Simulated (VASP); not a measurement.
Computed with modified Becke-Johnson potential (mBJ), VASP's PBE PAW potentials (set 64) (plane waves; VASP).

VASP input:

File POSCAR:
```
ZnSe
1
    0.0000000000     2.8672361617     2.8672361617
    2.8672361617     0.0000000000     2.8672361617
    2.8672361617     2.8672361617     0.0000000000
Zn Se
1 1
Direct
  0.0000000000   0.0000000000   0.0000000000
  0.7500000000   0.7500000000   0.7500000000
```

File KPOINTS:
```
K-points
0
Gamma
  6 6 6
```

INCAR:
```
NELM=200
ISMEAR=0   ! Gaussian
ENCUT=400   ! plane-wave cut-off (eV)
METAGGA=MBJ
PREC=Accurate
LREAL=.FALSE.
SIGMA=0.05   ! width (eV)
LWAVE=.FALSE.
LCHARG=.FALSE.
LMAXMIX=4   ! l cut-off of mixed one-centre charges
LMIXTAU=.TRUE.
ISIF=0
LASPH=.TRUE.
EDIFF=1E-6
ALGO=Normal
SYSTEM=ZnSe
```

### KPOINTS_OPT
```
k-points along high-symmetry lines
11
Line-mode
Reciprocal
  0.000000   0.000000   0.000000 ! GAMMA
 -0.500000  -0.500000   0.000000 ! X

 -0.500000  -0.500000   0.000000 ! X
 -0.375000  -0.375000   0.250000 ! U

 -0.375000   0.000000   0.375000 ! K
  0.000000   0.000000   0.000000 ! GAMMA

  0.000000   0.000000   0.000000 ! GAMMA
  0.000000   0.000000   0.500000 ! L

  0.000000   0.000000   0.500000 ! L
 -0.500000  -0.250000   0.250000 ! W

 -0.500000  -0.250000   0.250000 ! W
 -0.500000  -0.500000   0.000000 ! X
```

POTCAR, in this order: Zn Se (PBE.64 set). Program: vasp_std. Read from the step before: WAVECAR.

Output of the run:

**OSZICAR**
```
       N       E                     dE             d eps       ncg     rms          rms(c)
DAV:   1     0.222810844194E+03    0.22281E+03   -0.21920E+00   426   0.262E+01    0.363E+00
DAV:   2     0.222728299562E+03   -0.82545E-01   -0.16452E+00   431   0.133E+01    0.761E+00
DAV:   3     0.222556173369E+03   -0.17213E+00   -0.75096E-02   466   0.361E+00    0.887E+00
DAV:   4     0.223197821502E+03    0.64165E+00   -0.16150E-01   416   0.313E+00    0.486E+00
DAV:   5     0.224054493001E+03    0.85667E+00   -0.27459E-01   416   0.574E+00    0.800E-01
DAV:   6     0.224006598971E+03   -0.47894E-01   -0.76814E-02   416   0.269E+00    0.127E+00
DAV:   7     0.224120428462E+03    0.11383E+00   -0.18825E-02   421   0.152E+00    0.433E-01
DAV:   8     0.224197313672E+03    0.76885E-01   -0.17743E-02   421   0.108E+00    0.362E-01
DAV:   9     0.224174497572E+03   -0.22816E-01   -0.22392E-03   446   0.472E-01    0.464E-02
DAV:  10     0.224183848606E+03    0.93510E-02   -0.64430E-04   416   0.247E-01    0.123E-01
DAV:  11     0.224168977095E+03   -0.14872E-01   -0.24483E-04   416   0.162E-01    0.316E-02
DAV:  12     0.224178691607E+03    0.97145E-02   -0.65970E-05   446   0.994E-02    0.342E-02
DAV:  13     0.224176100235E+03   -0.25914E-02   -0.60665E-06   476   0.328E-02    0.112E-02
DAV:  14     0.224177704642E+03    0.16044E-02   -0.33268E-06   436   0.249E-02    0.188E-02
DAV:  15     0.224175405145E+03   -0.22995E-02   -0.78876E-07   303   0.136E-02    0.295E-03
DAV:  16     0.224175698977E+03    0.29383E-03   -0.43779E-07   268   0.776E-03    0.561E-03
DAV:  17     0.224175355201E+03   -0.34378E-03   -0.33890E-08   233   0.291E-03    0.331E-03
DAV:  18     0.224175245973E+03   -0.10923E-03   -0.20880E-08   238   0.132E-03    0.298E-03
DAV:  19     0.224175045669E+03   -0.20030E-03   -0.34705E-09   228   0.829E-04    0.169E-03
DAV:  20     0.224174971895E+03   -0.73775E-04   -0.29053E-09   238   0.520E-04    0.147E-03
DAV:  21     0.224174764173E+03   -0.20772E-03   -0.39877E-09   238   0.107E-03    0.182E-04
DAV:  22     0.224174746641E+03   -0.17531E-04   -0.19614E-09   238   0.487E-04    0.240E-04
DAV:  23     0.224174695075E+03   -0.51566E-04   -0.40455E-10   238   0.341E-04    0.101E-04
DAV:  24     0.224174693281E+03   -0.17936E-05   -0.13975E-10   238   0.144E-04    0.584E-05
DAV:  25     0.224174695148E+03    0.18670E-05   -0.15220E-11   238   0.416E-05    0.487E-05
DAV:  26     0.224174696348E+03    0.12003E-05   -0.14831E-12   238   0.387E-05    0.472E-05
DAV:  27     0.224174701970E+03    0.56216E-05   -0.19355E-11   238   0.526E-05    0.191E-05
DAV:  28     0.224174704608E+03    0.26383E-05   -0.12223E-12   238   0.241E-05    0.117E-05
DAV:  29     0.224174705371E+03    0.76271E-06   -0.11641E-13   238   0.934E-06
   1 F= 0.22417471E+03 E0= 0.22417471E+03  d E =-.113632E-15
       N       E                     dE             ncg
       N       E                     dE             ncg
       N       E                     dE             ncg
       N       E                     dE             ncg
       N       E                     dE             ncg
```

OUTCAR:
```
------------------------ aborting loop because EDIFF is reached ----------------------------------------
  volume of cell :       47.14
      direct lattice vectors                 reciprocal lattice vectors
     0.000000000  2.867236162  2.867236162    -0.174383961  0.174383961  0.174383961
     2.867236162  0.000000000  2.867236162     0.174383961 -0.174383961  0.174383961
     2.867236162  2.867236162  0.000000000     0.174383961  0.174383961 -0.174383961
  FREE ENERGIE OF THE ION-ELECTRON SYSTEM (eV)
  ---------------------------------------------------
  free  energy   TOTEN  =       224.1747053710 eV

  energy  without entropy=      224.1747053710  energy(sigma->0) =      224.17470537

     CMBJ =    1.0000

     CMBJA=   -0.0120

     CMBJB=    1.0230

     CMBJE=    0.5000

    CMBJ =    1.2747
```
(Selected blocks of OUTCAR.)

### OUTCAR
```
 val. band max:        1.5635287125   @ k =   0.0000   0.0000   0.0000

 cond. band min:       4.2100934888   @ k =   0.0000   0.0000   0.0000


 Fermi energy:         1.8317977373

 k-point     1 :       0.0000    0.0000    0.0000
  band No.  band energies     occupation
      1     -11.1995      2.00000
      2      -4.5337      2.00000
      3      -4.5337      2.00000
      4      -4.5328      2.00000
      5      -4.1262      2.00000
      6      -4.1262      2.00000
      7       1.5629      2.00000
      8       1.5629      2.00000
      9       1.5635      2.00000
     10       4.2101      0.00000
     11       8.2376      0.00000
     12       8.2376      0.00000
     13       8.2459      0.00000

 k-point     2 :       0.1667    0.0000    0.0000
  band No.  band energies     occupation
      1     -11.0489      2.00000
      2      -4.5089      2.00000
      3      -4.5084      2.00000
      4      -4.5012      2.00000
      5      -4.1280      2.00000
      6      -4.1278      2.00000
      7       0.0756      2.00000
      8       1.3565      2.00000
      9       1.3575      2.00000
     10       5.2271      0.00000
     11       8.2811      0.00000
     12       8.6080      0.00000
     13       8.6149      0.00000

 k-point     3 :       0.3333    0.0000    0.0000
  band No.  band energies     occupation
      1     -10.7159      2.00000
      2      -4.4635      2.00000
      3      -4.4634      2.00000
      4      -4.3227      2.00000
      5      -4.1238      2.00000
      6      -4.1234      2.00000
      7      -1.8928      2.00000
      8       0.9955      2.00000
      9       0.9974      2.00000
     10       5.4039      0.00000
     11       8.8114      0.00000
     12       8.8162      0.00000
     13       9.9647      0.00000

 k-point     4 :       0.5000    0.0000    0.0000
  band No.  band energies     occupation
      1     -10.5306      2.00000
      2      -4.4445      2.00000
      3      -4.4444      2.00000
...
```

mBJ is a potential without an energy functional, so only the levels count.

The structure comes from a computed database's ZnSe entry (F-43m); how it stands against other phases isn't given here. It was relaxed first. The cell's shape comes from a PBE relaxation.
